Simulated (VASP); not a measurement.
A run of VASP 6.6.1 is set up as follows.

INCAR

```
ALGO     = Normal         # electronic algorithm
DIPOL    = 0.5 0.5 0.510
EDIFF    = 1E-6           # SCF threshold, eV
ENCUT    = 520            # plane-wave cutoff, eV
IDIPOL   = 3            
ISIF     = 2              # what is computed and relaxed
ISMEAR   = 1              # smearing method
LASPH    = T              # aspherical terms in the spheres
LCHARG   = F              # write CHGCAR
LDIPOL   = T            
LREAL    = F              # projectors in reciprocal space
LWAVE    = F              # write WAVECAR
NBANDS   = 44             # bands
NELM     = 100            # most SCF steps
PREC     = Accurate       # precision mode
SIGMA    = 0.1            # smearing width, eV
```

KPOINTS

```
k-points
0
Gamma
  5 5 1
```

POSCAR

```
Li2Pd
1.0
    4.2220000000      0.0000000000      0.0000000000
   -2.1110000000      3.6563600000      0.0000000000
    0.0000000000      0.0000000000     23.5340000000
Li Pd
8 4
Direct
    0.3333333333      0.6666666667      0.3553157134
    0.6666666667      0.3333333333      0.3553157134
    0.3333333333      0.6666666667      0.4710631427
    0.6666666667      0.3333333333      0.4710631427
    0.3333333333      0.6666666667      0.5868105719
    0.6666666667      0.3333333333      0.5868105719
    0.3333333333      0.6666666667      0.7025580012
    0.6666666667      0.3333333333      0.7025580012
    0.0000000000      0.0000000000      0.2974419988
    0.0000000000      0.0000000000      0.4131894281
    0.0000000000      0.0000000000      0.5289368573
    0.0000000000      0.0000000000      0.6446842866
```

Potentials or basis: VASP PAW LDA potentials, release 64 (Li_sv, Pd).

Run with:

```sh
$ cat potpaw_LDA.64/Li_sv/POTCAR potpaw_LDA.64/Pd/POTCAR > POTCAR
$ mpirun -np 1 vasp_std > vasp.out
```

Q: Estimate the largest force.

A: 1.551 eV/Å.

Q: What does it give for the band gap on the k mesh?

A: 0.07 eV, indirect (least direct gap 0.36 eV).

Forces in eV/Å, atoms in the order of the input:
```
Li   0.000  0.000 -0.479
Li   0.000  0.000 -0.479
Li   0.000  0.000  0.038
Li   0.000  0.000  0.038
Li   0.000  0.000 -0.013
Li   0.000  0.000 -0.013
Li   0.000  0.000 -0.355
Li   0.000  0.000 -0.355
Pd   0.000  0.000  1.551
Pd   0.000  0.000 -0.002
Pd   0.000  0.000  0.046
Pd   0.000  0.000  0.024
```
